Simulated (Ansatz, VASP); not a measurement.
## ZrOs: VASP beside Ansatz

```
Zr Os
1.0
     3.24110    0.00000    0.00000
     0.00000    3.24110    0.00000
     0.00000    0.00000    3.24110
Zr Os
1 1
Direct
  0.50000 0.50000 0.50000
  0.00000 0.00000 0.00000
```

Change from the starting cell: volume scaled by 0.98, crystal datasets.

Alike in both runs: task electric field gradients; functional LDA; k mesh 13 × 13 × 13; occupations fermi-dirac, width 0.03 eV; no spin polarisation.

```csv
,VASP,Ansatz
version,VASP 6.6.1,Ansatz 0.2.0
potentials or method,"VASP PAW LDA potentials, release 64 (Zr_sv, Os), cutoff 520 eV","all-electron PAW with datasets made for the crystal, scalar-relativistic"
```

```tsv
	VASP	Ansatz	Ansatz less VASP
pressure (GPa)	-2.8	-3.1	-0.33
Vzz of the field gradient on the site that differs most (V/Å²)	0.0	0.0	0.00
```

Ansatz ran all-electron here, so the differences hold the error of VASP's frozen core and of both bases. Ansatz warned: «gradients_without_spin_orbit».

Spin-orbit coupling is left out, which matters for the levels of Os.
